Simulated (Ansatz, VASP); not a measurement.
# MoS2: VASP beside Ansatz

One calculation is typed for both programs; each brings its own data sets. How far apart do they land? The structure shown is the end of the Ansatz relaxation below.

Program: Ansatz 0.2.0. Level of theory: plane waves, with VASP 6.6.1 beside it; single point at PBE with D3(BJ). Results are calculated unless marked as measured.

**1. Set-up**

Symmetry: P6_3/mmc, No. 194, hexagonal system. The conventional cell has a = 3.118 Å, b = 3.118 Å, c = 12.131 Å, α = 90.00°, β = 90.00°, γ = 120.00°. Nearest to Mo lie 6 S at 2.39 Å. S has 3 Mo at 2.39 Å nearest. Farther neighbours and most contacts between anions are not listed.

**2. Ansatz: relaxation, PBE with D3(BJ)**

Ansatz runs on its PAW soft_1 files.

This run makes the geometry at which the two programs are then compared.

input.yaml reads:

```yaml
crystal:
  lattice:
    - [3.11766444, 0.0, 0.0]
    - [-1.55883222, 2.6999766055, 0.0]
    - [0.0, 0.0, 12.162101384]
  atoms:
    - { symbol: Mo, position: [0.3333333, 0.6666667, 0.25] }
    - { symbol: Mo, position: [0.6666667, 0.3333333, 0.75] }
    - { symbol: S, position: [0.3333333, 0.6666667, 0.6204901] }
    - { symbol: S, position: [0.6666667, 0.3333333, 0.1204901] }
    - { symbol: S, position: [0.3333333, 0.6666667, 0.8795099] }
    - { symbol: S, position: [0.6666667, 0.3333333, 0.3795099] }
kpoints:
  mp_grid: { grid: [10, 10, 3] }
scf:
  occupations: { method: fermi_dirac, width: 0.02 }
hamiltonian:
  xc: pbe
  pseudopotentials: { kind: paw, azcp: { folder: soft_1 } }
  dispersion: d3bj
basis:
  ecutwfc: 600
output:
  forces: true
  stress: true
relax:
  f_tol: 0.005
  max_steps: 70
  cell: { stress_tol: 0.02, p_target: 0, fix: [a, b, alpha, beta, gamma] }
```

Launch:

```bash
ansatz run input.yaml --threads 4 --pin off --max-ram 10240MiB --backend cpu --events-out ev --progress --plain --runs-dir out
```

Numbers of over 12 decimals in the logs are rounded to 6 here.

What it wrote:

```text
Engine: ansatz 0.2.0, aarch64-unknown-linux-gnu
Pseudopotentials: kind: paw
Pseudopotential: Mo, paw, valence charge 14, recommended cutoff 420 eV (normal), soft_1/Mo.paw.azcp
Pseudopotential: S, paw, valence charge 6, recommended cutoff 420 eV (normal), soft_1/S.paw.azcp
Functional definition: PBE
  parameter kappa = 0.804
  parameter beta = 0.066725
  exchange = pbe_x(kappa = kappa, mu = beta*pi^2/3)
  correlation = pbe_c(beta = beta)
Crystal: 6 atoms, lattice volume = 102.376 Å³
Basis set: ecut = 600 eV, 3457 PW (Γ), exchange–correlation on 50×50×200 points (8 copies of the dense FFT grid, shifted against one another)
Bands: 32, of which v1, the nominal top of the filled ones, is band 26 counted from 1 (25 counted from 0)
Symmetry: 24 space group operations
Space group: P63/mmc (ITA 194), of the structure as read, at distance tolerance 4.7e-5 Å
k-points: 28 of 300
Non-local potential: Mo, projectors of the file, l = 0: 3, l = 1: 2, l = 2: 2, l = 3: 1
Non-local potential: S, projectors of the file, l = 0: 2, l = 1: 2, l = 2: 1
PAW form: soft (Blöchl's): semilocal exchange-correlation on the pseudo side does not see the compensation charge
PAW one-centre angular grid: Mo, 590 points (default); XC on 64 Gauss nodes
PAW one-centre angular grid: S, 110 points (default); XC on 64 Gauss nodes
Initial density: superposition of atomic densities (chi_scale 0.1, normalization cell, long waves kept (reshape's long-wave potential 0.07 eV rms))
Initial wavefunctions: pseudopotential atomic-orbital guess
Functional: x = pbe(κ = 0.804, μ = 0.219515), c = pbe(β = 0.066725)
SCF iter   1: F=—  HF=-13529.688711 eV  |F-HF|=—  |Δ(HF+E_count)|=         —  Δρ=6.07e-2  dr2=4.86e0  ethr=3.10e-3  ⟨swp⟩=9.0  Hψ=4904  notcnv=0
preconditioner: auto → Resta (q_TF=auto, 2.437 Å⁻¹)  ε∞=8.1  [insulator: Δε(μ)=0.758 eV  Ē_g=8.291 eV  σ=0.020 eV  W_gap=1.00  n_scr=26 (ndim 8)  ℏωp=22.0 eV  f_vac=0.000  D(μ)=0.00/eV (n_scr^D=0)  ε∞_Penn≈8.1]
SCF iter   2: F=—  HF=-13528.532520 eV  |F-HF|=—  |Δ(HF+E_count)|=    1.16e0  Δρ=3.17e-2  dr2=1.34e0  ethr=3.10e-3  ⟨swp⟩=2.5  Hψ=1656  notcnv=0  defer=36
SCF iter   3: F=—  HF=-13528.151895 eV  |F-HF|=—  |Δ(HF+E_count)|=   3.81e-1  Δρ=5.52e-3  dr2=4.08e-2  ethr=2.57e-3  ⟨swp⟩=2.8  Hψ=1520  notcnv=0  defer=36
SCF iter   4: F=—  HF=-13528.151096 eV  |F-HF|=—  |Δ(HF+E_count)|=   7.99e-4  Δρ=1.39e-3  dr2=3.55e-3  ethr=7.84e-5  ⟨swp⟩=2.5  Hψ=1488  notcnv=0  defer=37
SCF iter   5: F=—  HF=-13528.152492 eV  |F-HF|=—  |Δ(HF+E_count)|=   1.40e-3  Δρ=5.19e-4  dr2=3.05e-4  ethr=6.83e-6  ⟨swp⟩=2.4  Hψ=1722  notcnv=0  defer=37
SCF iter   6: F=—  HF=-13528.152664 eV  |F-HF|=—  |Δ(HF+E_count)|=   1.72e-4  Δρ=7.93e-5  dr2=7.84e-6  ethr=5.87e-7  ⟨swp⟩=2.1  Hψ=1366  notcnv=0  defer=37
SCF iter   7: F=—  HF=-13528.152670 eV  |F-HF|=—  |Δ(HF+E_count)|=   6.64e-6  Δρ=2.10e-5  dr2=5.06e-7  ethr=1.51e-8  ⟨swp⟩=2.1  Hψ=1401  notcnv=0  defer=37
SCF iter   8: F=-13528.152672 eV  HF=-13528.152672 eV  |F-HF|=2.12e-8  |Δ(HF+E_count)|=   1.22e-6  Δρ=3.57e-6  dr2=1.05e-8  ethr=1.92e-10  ⟨swp⟩=5.9  Hψ=3565  notcnv=0
SCF 1 converged in 8 iterations: F = -13528.152672 eV  dr2 = 1.05e-8
  greatest PAW one-centre occupation: 0.999 electrons in one spin orbital (limit 2), on the Mo atom at site 1 (counted from 0), in its partial waves of l = 0
relax step   1: F+E_penalty+E_count = -13528.15267163 eV  Δ(F+E_penalty+E_count) = +0.000e0 eV  max|allowed force component| = 3.976e-2 eV/Å  Δτ_max = 0.0000 Å  P = +2.087 GPa  Ω = 102.376 Å³  fix = [a, b, alpha, beta, gamma]  reactions: a +3.035, b +3.035 GPa  (8 SCF iters, dr2 threshold 1.00e-7 eV, accepted)
[...]
relax step   2: F+E_penalty+E_count = -13528.15270470 eV  Δ(F+E_penalty+E_count) = -3.307e-5 eV  max|allowed force component| = 3.107e-2 eV/Å  Δτ_max = 0.0114 Å  P = +1.892 GPa  Ω = 101.812 Å³  energy of the carried Pulay correction = +9.231e-6 eV  fix = [a, b, alpha, beta, gamma]  reactions: a +2.881, b +2.881 GPa  (6 SCF iters, dr2 threshold 9.88e-8 eV, accepted)
[...]
relax step   3: F+E_penalty+E_count = -13528.15297170 eV  Δ(F+E_penalty+E_count) = -2.670e-4 eV  max|allowed force component| = 1.595e-4 eV/Å  Δτ_max = 0.0058 Å  P = +1.960 GPa  Ω = 102.113 Å³  energy of the carried Pulay correction = +4.300e-6 eV  fix = [a, b, alpha, beta, gamma]  reactions: a +2.941, b +2.941 GPa  (6 SCF iters, dr2 threshold 6.03e-8 eV, accepted)
[...]
relax step   4: F+E_penalty+E_count = -13528.15296708 eV  Δ(F+E_penalty+E_count) = +4.616e-6 eV  max|allowed force component| = 1.688e-4 eV/Å  Δτ_max = 0.0000 Å  P = +1.960 GPa  Ω = 102.113 Å³  fix = [a, b, alpha, beta, gamma]  reactions: a +2.941, b +2.941 GPa  stress off target by 1.07e-3 GPa on what of the cell is left free  SCF on the basis re-selected at this cell (its energy is not comparable with the rows above)  (9 SCF iters)
basis re-selected at this cell: Δ(F+E_penalty+E_count) = +4.616e-6 eV, ΔP = +0.000 GPa vs the last step (what re-selecting the basis moved, of the pressure what is left beyond the Pulay correction that the steps carried, after the strain that the cell walked since its last selection, with what the two solves' SCF thresholds leave and, on support functions, any second-order correction that the steps lacked; it is no m [...]
SCF converged after 9 iterations
Free energy (F): -13528.152967 eV
Harris-Foulkes:  -13528.152967 eV  (|F-HF|=1.82e-12)
Internal energy: -13528.152967 eV  (E = F + TS)
E sigma→0 (E₀):  -13528.152967 eV
Fermi energy:    12.063490 eV
--- Per-component energies (eV) ---
  E_band       = -273.517050
  E_kinetic    = 1273.149048
  E_local      = -3746.494975  (includes V_loc(G=0)·N_el)
  E_nonlocal   = 434.037593
  E_hartree    = 1448.581790
  E_xc         = -710.735450
  E_vxc        = -774.005143  (∫ρ·V_xc dr)
  E_paw        = -8857.468043  (= ΣΔE_a)
  E_vpaw       = -357.367173  (= ΣTr[D̂ρ^β])
  E_aug_tail   = 0.000023  (compensation charges beyond the density's cutoff)
  E_ewald      = -3366.551442
  E_disp       = -2.671511  (pairwise vdW)
  E_smearing   = -0.000000  (= −TS)
  E_closure    = -0.000000  (closes the sum)
  Σ components = -13528.152967   (vs F -13528.152967, Δ=0.00e0)
--- Forces (eV/Å), atoms counted from 1 ---
  atom   1  Mo     0.00000000    -0.00000000    -0.00000000
  atom   2  Mo    -0.00000000     0.00000000     0.00000000
  atom   3  S     -0.00000000     0.00000000    -0.00016878
  atom   4  S      0.00000000    -0.00000000    -0.00016878
  atom   5  S      0.00000000     0.00000000     0.00016878
  atom   6  S      0.00000000    -0.00000000     0.00016878
  max |Σ_I F_I| component: 1.85e-17 eV/Å
--- Stress (GPa, compression-positive) ---
        2.940916      -0.000000      -0.000000
       -0.000000       2.940916       0.000000
       -0.000000       0.000000      -0.001066
  P = ⅓ Tr σ = 1.9603 GPa (19.603 kbar)
--- Relaxed structure (3 steps of the walk, 3 accepted, 1 SCFs on fresh bases) ---
  F+E_penalty+E_count = -13528.15296708 eV   max|allowed force component| = 1.688e-4 eV/Å   (the final SCF, on the basis selected at the relaxed cell)
  cell:  # Å, volume = 102.1127 Å³
    - [3.117664, 0, 0]
    - [-1.558832, 2.699977, 0]
    - [0, 0, 12.130831]
  atoms:
    - { symbol: Mo, position: [0.333333, 0.666667, 0.250000] }
    - { symbol: Mo, position: [0.666667, 0.333333, 0.75] }
    - { symbol: S, position: [0.333333, 0.666667, 0.620025] }
    - { symbol: S, position: [0.666667, 0.333333, 0.120025] }
    - { symbol: S, position: [0.333333, 0.666667, 0.879975] }
    - { symbol: S, position: [0.666667, 0.333333, 0.379975] }
```

The column dr2 measures how far the density is from self-consistency, as an energy; F and HF (Harris–Foulkes) agree once it is small.

**3. VASP: single point, PBE with D3(BJ), pair 1**

The same cell, functional, mesh and smearing now go to VASP, with its own data sets.

Lines of VASP's logs that name or quote its potential files are left out, and so is its time.

INCAR reads:

```
SYSTEM = MoS2
PREC = Accurate
ENCUT = 500
EDIFF = 1E-06
NELM = 120
ISMEAR = -1
SIGMA = 0.02
LREAL = .FALSE.
ALGO = Normal
GGA = PE
IVDW = 12
NBANDS = 32
LASPH = .TRUE.
LORBIT = 11
LWAVE = .FALSE.
LCHARG = .FALSE.
ISIF = 2
GGA_COMPAT = .FALSE.
EFERMI = MIDGAP
KPAR = 2
```

POSCAR reads:

```
MoS2
1.0
    3.1176644400      0.0000000000      0.0000000000
   -1.5588322200      2.6999766055      0.0000000000
    0.0000000000      0.0000000000     12.1308312567
Mo S
2 4
Direct
    0.3333333333      0.6666666667      0.2500000000
    0.6666666667      0.3333333333      0.7500000000
    0.3333333333      0.6666666667      0.6200249982
    0.6666666667      0.3333333333      0.1200249982
    0.3333333333      0.6666666667      0.8799750018
    0.6666666667      0.3333333333      0.3799750018
```

KPOINTS reads:

```
Automatic mesh
0
Gamma
10 10 3
0 0 0
```

The projector-augmented-wave data sets are Mo_sv and S (PBE family, release 64).

Launch:

```bash
mpirun -np 2 vasp_std
```

What it wrote:

```text
[banner, memory and clock lines left out]
running    2 mpi-ranks, on    1 nodes
 distrk:  each k-point on    1 cores,    2 groups
 distr:  one band on    1 cores,    1 groups

 POSCAR found type information on POSCAR MoS
 POSCAR found :  2 types and       6 ions
 LDA part: xc-table for (Slater+PW92), standard interpolation
 POSCAR, INCAR and KPOINTS ok, starting setup
 FFT: planning ... GRIDC
 FFT: planning ... GRID_SOFT
 FFT: planning ... GRID
 WAVECAR not read
 entering main loop
       N       E                     dE             d eps       ncg     rms          rms(c)
DAV:   1     0.437515677911E+03    0.43752E+03   -0.29279E+04  1992   0.151E+03
DAV:   2    -0.228638483075E+02   -0.46038E+03   -0.44790E+03  2168   0.389E+02
DAV:   3    -0.457918511555E+02   -0.22928E+02   -0.22633E+02  2296   0.769E+01
DAV:   4    -0.462612425758E+02   -0.46939E+00   -0.46694E+00  2168   0.111E+01
DAV:   5    -0.462749391426E+02   -0.13697E-01   -0.13690E-01  2312   0.174E+00    0.358E+01
DAV:   6    -0.442021354708E+02    0.20728E+01   -0.18253E+01  1944   0.238E+01    0.134E+01
DAV:   7    -0.438462833132E+02    0.35585E+00   -0.88786E+00  2024   0.154E+01    0.850E+00
DAV:   8    -0.434758023249E+02    0.37048E+00   -0.15058E+00  2200   0.701E+00    0.319E+00
DAV:   9    -0.434910843195E+02   -0.15282E-01   -0.16026E-01  2368   0.193E+00    0.147E+00
DAV:  10    -0.434803668101E+02    0.10718E-01   -0.68038E-02  2128   0.149E+00    0.292E-01
DAV:  11    -0.434804528059E+02   -0.85996E-04   -0.31079E-03  2248   0.314E-01    0.170E-01
DAV:  12    -0.434803860573E+02    0.66749E-04   -0.28137E-04  2232   0.876E-02    0.884E-02
DAV:  13    -0.434803874657E+02   -0.14084E-05   -0.19991E-04  2392   0.728E-02    0.161E-02
DAV:  14    -0.434803879458E+02   -0.48007E-06   -0.17164E-05  2128   0.243E-02    0.207E-02
DAV:  15    -0.434803886451E+02   -0.69926E-06   -0.20192E-06  1920   0.729E-03
   1 F= -.46151280E+02 E0= -.46151280E+02  d E =-.882512E-11
```

OUTCAR, selected parts (step 3):

```text
ion  position               nearest neighbor table
   1  0.333  0.667  0.250-   4 2.39   6 2.39   4 2.39   6 2.39   4 2.39   6 2.39
   2  0.667  0.333  0.750-   3 2.39   5 2.39   3 2.39   5 2.39   3 2.39   5 2.39
   3  0.333  0.667  0.620-   2 2.39   2 2.39   2 2.39
   4  0.667  0.333  0.120-   1 2.39   1 2.39   1 2.39
   5  0.333  0.667  0.880-   2 2.39   2 2.39   2 2.39
   6  0.667  0.333  0.380-   1 2.39   1 2.39   1 2.39

  LATTYP: Found a hexagonal cell.
 ALAT       =     3.1176644400
 C/A-ratio  =     3.8909996538

 Subroutine GETGRP returns: Found 24 space group operations
 (whereof 12 operations were pure point group operations)

The static configuration has the point symmetry D_3d.
 The point group associated with its full space group is D_6h.

 Found     28 irreducible k-points:

   k-points           NKPTS =     28   k-points in BZ     NKDIM =     28   number of bands    NBANDS=     32

   dimension x,y,z NGX =    24 NGY =   24 NGZ =   90
   dimension x,y,z NGXF=    48 NGYF=   48 NGZF=  180

   ENCUT  =  500.0 eV  36.75 Ry    6.06 a.u.   5.68  5.68 22.12*2*pi/ulx,y,z

   NELECT =      52.0000    total number of electrons

 k-points in reciprocal lattice and weights: Automatic mesh
   0.00000000  0.00000000  0.00000000       0.003
   0.10000000 -0.00000000  0.00000000       0.020
   0.20000000 -0.00000000  0.00000000       0.020
   0.30000000 -0.00000000  0.00000000       0.020
   0.40000000  0.00000000  0.00000000       0.020
   0.50000000 -0.00000000  0.00000000       0.010
   0.10000000  0.10000000  0.00000000       0.020
   0.20000000  0.10000000  0.00000000       0.040
   0.30000000  0.10000000  0.00000000       0.040
[...]
0.40000000  0.20000000  0.33333333       0.040
   0.30000000  0.30000000  0.33333333       0.040

 average (electrostatic) potential at core
       1 -74.0661       2 -74.0661       3 -83.8781       4 -83.8781       5 -83.8781
       6 -83.8781

 E-fermi :   8.5125

 k-point     1 :       0.0000    0.0000    0.0000
  band No.  band energies     occupation
    ...
     22       6.0941      2.00000
     23       6.0941      2.00000
     24       6.7428      2.00000
     25       6.9491      2.00000
     26       8.0803      2.00000
     27      10.3350      0.00000
     28      10.3351      0.00000
     29      10.3727      0.00000
     30      10.3734      0.00000
     31      10.4489      0.00000
    ...

 k-point     2 :       0.1000   -0.0000    0.0000
  band No.  band energies     occupation
    ...
     22       5.8502      2.00000
     23       6.1329      2.00000
     24       6.7750      2.00000
     25       7.1173      2.00000
     26       7.7790      2.00000
     27      10.1562      0.00000
     28      10.1808      0.00000
     29      10.2539      0.00000
     30      10.2582      0.00000
     31      10.3158      0.00000
    ...

 k-point     3 :       0.2000   -0.0000    0.0000
  band No.  band energies     occupation
    ...
     22       5.5547      2.00000
     23       5.9339      2.00000
     24       6.7107      2.00000
     25       6.7663      2.00000
     26       6.9947      2.00000
     27       9.4208      0.00000
     28       9.8979      0.00000
     29      10.1399      0.00000
     30      10.1794      0.00000
     31      10.1892      0.00000
    ...

 Edisp (eV)   -2.67089

  Total       1.79289     1.79289    -0.13190     0.00000     0.00000     0.00000
  in kB      28.13089    28.13089    -2.06958     0.00000     0.00000     0.00000
  external pressure =       18.06 kB  Pullay stress =        0.00 kB

  energy-cutoff  :      500.00
  volume of cell :      102.11
      direct lattice vectors                 reciprocal lattice vectors
     3.117664440  0.000000000  0.000000000     0.320752929  0.185186790  0.000000000
    -1.558832220  2.699976605  0.000000000     0.000000000  0.370373580  0.000000000
     0.000000000  0.000000000 12.130831257     0.000000000  0.000000000  0.082434582

 POSITION                                       TOTAL-FORCE (eV/Angst)
 -----------------------------------------------------------------------------------
     -0.00000      1.79998      3.03271         0.000000      0.000000      0.000000
      1.55883      0.89999      9.09812        -0.000000      0.000000      0.000000
     -0.00000      1.79998      7.52142        -0.000000     -0.000000      0.013189
      1.55883      0.89999      1.45600        -0.000000      0.000000      0.013189
     -0.00000      1.79998     10.67483        -0.000000     -0.000000     -0.013189
      1.55883      0.89999      4.60941         0.000000      0.000000     -0.013189
 -----------------------------------------------------------------------------------
    total drift:                                0.000000     -0.000000      0.000000

  FREE ENERGIE OF THE ION-ELECTRON SYSTEM (eV)
  ---------------------------------------------------
  free  energy   TOTEN  =       -46.1512803185 eV

  energy  without entropy=      -46.1512803185  energy(sigma->0) =      -46.15128032

 total charge
# of ion       s       p       d       tot
------------------------------------------
    1        2.297   6.231   3.986  12.515
    2        2.297   6.231   3.986  12.515
    3        1.366   2.347   0.000   3.713
    4        1.366   2.347   0.000   3.713
    5        1.366   2.347   0.000   3.713
    6        1.366   2.347   0.000   3.713
--------------------------------------------------
tot         10.061  21.850   7.972  39.883

[... 3 further parts left out ...]
```

This run has no spin polarisation, so a moment on Mo, if there is one, isn't seen. The gap is read on the k-mesh alone, so it is an upper bound where the band edges lie off the mesh.

**4. Comparison**

Known differences besides the potentials themselves: the cutoff is 600 eV in Ansatz and 500 eV in VASP; Ansatz's pressure holds a Pulay correction, VASP's none. Total energies have different zeros and are not compared.

Both answers:

```
              quantity  Ansatz   VASP  difference
        pressure (GPa)    1.96   1.81       +0.15
gap on the k mesh (eV)   0.848  0.864      -0.017
```

At this near-relaxed geometry the largest component of a force difference is 13 meV/Å. A gap on the mesh is an upper bound, since the band edges may lie between its points.

**5. Ansatz: relaxation, PBE with D3(BJ)**

This run makes the geometry at which the two programs are then compared. The cell compared in this pair holds 105.56 Å³, against 102.11 Å³ for the pair before.

The structure compared here is the end of the Ansatz relaxation.

input.yaml, as its differences from that of step 2:

```diff
@@ -2,5 +2,5 @@
   lattice:
-    - [3.11766444, 0.0, 0.0]
-    - [-1.55883222, 2.6999766055, 0.0]
-    - [0.0, 0.0, 12.162101384]
+    - [3.18064756, 0.0, 0.0]
+    - [-1.59032378, 2.7545215874, 0.0]
+    - [0.0, 0.0, 12.017026616]
   atoms:
```

Launch:

```bash
ansatz run input.yaml --threads 4 --pin off --max-ram 10240MiB --backend cpu --events-out ev --progress --plain --runs-dir out
```

What it wrote:

```text
[...]
Crystal: 6 atoms, lattice volume = 105.283 Å³
Basis set: ecut = 600 eV, 3541 PW (Γ), exchange–correlation on 54×54×200 points (8 copies of the dense FFT grid, shifted against one another)
Bands: 32, of which v1, the nominal top of the filled ones, is band 26 counted from 1 (25 counted from 0)
Symmetry: 24 space group operations
[...]
k-points: 28 of 300
[...]
cell:  # Å, volume = 105.5597 Å³
    - [3.180648, 0, 0.0]
    - [-1.590324, 2.754522, 0.0]
    - [0.0, 0.0, 12.048600]
  atoms:
    - { symbol: Mo, position: [0.333333, 0.666667, 0.250000] }
    - { symbol: Mo, position: [0.666667, 0.333333, 0.750000] }
    - { symbol: S, position: [0.333333, 0.666667, 0.620914] }
    - { symbol: S, position: [0.666667, 0.333333, 0.120914] }
    - { symbol: S, position: [0.333333, 0.666667, 0.879086] }
    - { symbol: S, position: [0.666667, 0.333333, 0.379086] }
[key lines of the parts left out:]
SCF converged after 9 iterations
Free energy (F): -13528.153979 eV
Fermi energy:    11.657127 eV
P = ⅓ Tr σ = -1.8108 GPa (-18.108 kbar)
```

(Continued in part 2 of 2.)

[Lines on the potential files, build, host, timing and source positions are cut from VASP's logs without a mark.]

[Logs are printed without paths, hosts, clocks, repeated set-up lines and the standing remarks that a program may print on its own settings, such as how far it seeks lower states.]

[Hosts, paths, dates, database ids (printed as entryN), source tags and the programs' standing remarks are cut or masked in the printed files.]
